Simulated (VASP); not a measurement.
Wanted: the native input for a VASP 6.6.1 run.

* Task: relaxation of cell and atoms
* Functional: PBE
* Potentials or basis: VASP PAW PBE potentials, release 64 (Hf_pv)
* Cutoff: 520 eV
* k mesh: 16 × 16 × 9
* Occupations: gaussian, width 0.1 eV
* Spin: no spin polarisation
* Further INCAR settings: ALGO = Normal; EDIFF = 1e-07; IBRION = 2; POTIM = 0.3; EDIFFG = -0.005; NSW = 60; ISIF = 3

The structure of Hf lies in POSCAR:

```
Hf                                      
1.0
    3.1998369209      0.0000000000      0.0000000000
   -1.5999184605      2.7711400632      0.0000000000
   -0.0000000000      0.0000000000      5.0616992495
  Hf            
     2
Direct
     0.3333333300000021    0.6666666699999979    0.2500000000000000
     0.6666666699999979    0.3333333300000021    0.7500000000000000
```

One way to write it, as run:

INCAR

```
PREC     = Accurate       # precision mode
ENCUT    = 520            # plane-wave cutoff, eV
EDIFF    = 1E-7           # SCF threshold, eV
ISMEAR   = 0              # smearing method
SIGMA    = 0.1            # smearing width, eV
LREAL    = F              # projectors in reciprocal space
LASPH    = T              # aspherical terms in the spheres
NELM     = 120            # most SCF steps
ALGO     = Normal         # electronic algorithm
ISIF     = 3              # what is computed and relaxed
LWAVE    = F              # write WAVECAR
LCHARG   = F              # write CHGCAR
GGA      = PE             # functional
IBRION   = 2              # ionic algorithm
NSW      = 60             # ionic steps
EDIFFG   = -0.005         # ionic threshold
POTIM    = 0.3            # step
```

KPOINTS

```
regular mesh
0
Gamma
  16 16 9
```

Potentials or basis: VASP PAW PBE potentials, release 64 (Hf_pv).

Run with:

```sh
$ cat potpaw_PBE.64/Hf_pv/POTCAR > POTCAR
$ mpirun -np 1 vasp_std > vasp.out
```

It gave:

```json
{
 "Energy gained by relaxing": "0.0 meV/atom",
 "Ionic steps": "2",
 "Pressure after relaxing": "0.0 GPa",
 "Band gap on the k mesh": "none (metal or under the smearing width)"
}
```

It took 51 s on 1 thread of Intel(R) Xeon(R) 6975P-C (Granite Rapids), with other jobs on the host, peak memory 0.21 GiB.
